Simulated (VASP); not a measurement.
A convergence study with VASP on TiAl (L1_0): one setting is varied, all else stays as given below, so the limit is that of these other settings.

```
AlTi
1.0
    2.83000     0.00000     0.00000
    0.00000     2.83000     0.00000
    0.00000     0.00000     4.07000
Ti Al
1 1
Cartesian
  0.00000   0.00000   0.00000
  1.41500   1.41500   2.03500
```

Method: PBE GGA, VASP's PBE PAW potentials (set 64) (plane waves; VASP). The tightest run used: 550 eV cut-off, 18×18×13 Monkhorst-Pack mesh, first-order Methfessel-Paxton smearing of 0.10 eV, potentials Ti_sv Al.

Question: The settings run are 1×1×1 mesh; 2×2×1 mesh; 3×3×2 mesh; 4×4×3 mesh; 5×5×4 mesh; 6×6×4 mesh; 7×7×5 mesh; 8×8×6 mesh; 9×9×6 mesh; 10×10×7 mesh; 11×11×8 mesh; 12×12×9 mesh; 13×13×9 mesh; 14×14×10 mesh; 15×15×11 mesh; 16×16×11 mesh; 17×17×12 mesh; 18×18×13 mesh. From which on does the energy per atom stay within 0.01 eV/atom of the tightest run?

Answer: From 6×6×4 mesh on: it is off by 0.0066 there and by no more than 0.01 in any finer run, while 5×5×4 mesh is off by 0.0109.
```
setting        E (eV/atom)  pressure (GPa)  irreducible k-points  difference judged (eV/atom)
-------------  -----------  --------------  --------------------  ---------------------------
1×1×1 mesh         -7.8267           -2.47                     1                       1.6308
2×2×1 mesh         -5.0882            0.64                     1                       1.1077
3×3×2 mesh         -6.1734           -1.79                     3                       0.0225
4×4×3 mesh         -6.1899            0.10                     6                       0.0060
5×5×4 mesh         -6.1850           -0.60                    12                       0.0109
6×6×4 mesh         -6.2025           -0.70                    12                       0.0066
7×7×5 mesh         -6.1923           -0.51                    30                       0.0036
8×8×6 mesh         -6.1979           -0.47                    30                       0.0020
9×9×6 mesh         -6.1916           -0.44                    45                       0.0043
10×10×7 mesh       -6.1968           -0.52                    60                       0.0009
11×11×8 mesh       -6.1965           -0.45                    84                       0.0006
12×12×9 mesh       -6.1944           -0.47                   105                       0.0015
13×13×9 mesh       -6.1946           -0.50                   140                       0.0013
14×14×10 mesh      -6.1957           -0.51                   140                       0.0002
15×15×11 mesh      -6.1959           -0.52                   216                       0.0000
16×16×11 mesh      -6.1959           -0.51                   216                       0.0000
17×17×12 mesh      -6.1949           -0.49                   270                       0.0010
18×18×13 mesh      -6.1959           -0.51                   315                       0.0000
```

Left out are rungs that failed or repeat a setting and relaxations that didn't move; long series are thinned to 24 rows.

The compound is TiAl in the L1_0 structure. The cell was not relaxed at this level. The electron count is odd and the run is not spin-polarised, which forces a metal.
